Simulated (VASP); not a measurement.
Write the native input for VASP 6.6.1 that does the following.

```yaml
Task: relaxation of cell and atoms
Functional: PBE
Potentials_or_basis: VASP PAW PBE potentials, release 64 (Ca_sv, Cu, H)
Cutoff: 600 eV
k_mesh: 6 × 6 × 6
Occupations: fermi-dirac, width 0.05 eV
Spin: no spin polarisation
Further_INCAR_settings: ALGO = Fast; EDIFF = 1e-06; IBRION = 2; EDIFFG = -0.005; NSW = 60; ISIF = 3
```

The structure of CaCuH2 lies in POSCAR:

```
CaCuH2
1.0
    1.9452400000      1.1230900000      4.3573800000
   -1.9452400000      1.1230900000      4.3573800000
    0.0000000000     -2.2461700000      4.3573800000
Ca Cu H
1 1 2
Direct
    0.5000000000      0.5000000000      0.5000000000
    0.0000000000      0.0000000000      0.0000000000
    0.8818100000      0.8818100000      0.8818100000
    0.1181900000      0.1181900000      0.1181900000
```

The cell was built by a generator and needn't be a form met in nature.

One way to write it, as run:

INCAR

```
SYSTEM = CaCuH2
  PREC = Accurate
  ENCUT = 600
  EDIFF = 1E-6
  ISMEAR = -1
  SIGMA = 0.05
  LREAL = .FALSE.
  LASPH = .TRUE.
  NELM = 100
  ALGO = Fast
  ISIF = 3
  LWAVE = .FALSE.
  LCHARG = .FALSE.
  GGA = PE
  IBRION = 2
  NSW = 60
  EDIFFG = -0.005
```

KPOINTS

```
Automatic mesh
0
G
  6 6 6
  0 0 0
```

Potentials or basis: VASP PAW PBE potentials, release 64 (Ca_sv, Cu, H).

The run is started by

```console
$ cat potpaw_PBE.64/Ca_sv/POTCAR potpaw_PBE.64/Cu/POTCAR potpaw_PBE.64/H/POTCAR > POTCAR
$ mpirun -np 1 vasp_std > vasp.out
```

Results of the run:

The relaxed volume is 14.35 Å³/atom. The relaxed cell is a = 4.902 Å, b = 4.902 Å, c = 4.902 Å, α = 46.90°, β = 46.90°, γ = 46.90°, the space group after relaxing (to 0.05 Å) is R-3m (No. 166) and the energy gained by relaxing is 0.1 meV/atom. The ionic steps are 19. The pressure after relaxing is 0.0 GPa and the largest force after relaxing is 0.004 eV/Å. The band gap on the k mesh is none (metal or under the smearing width).

Run time: 4.2 min on 1 thread of Intel(R) Xeon(R) 6975P-C (Granite Rapids) (shared host), peak memory 0.29 GiB.
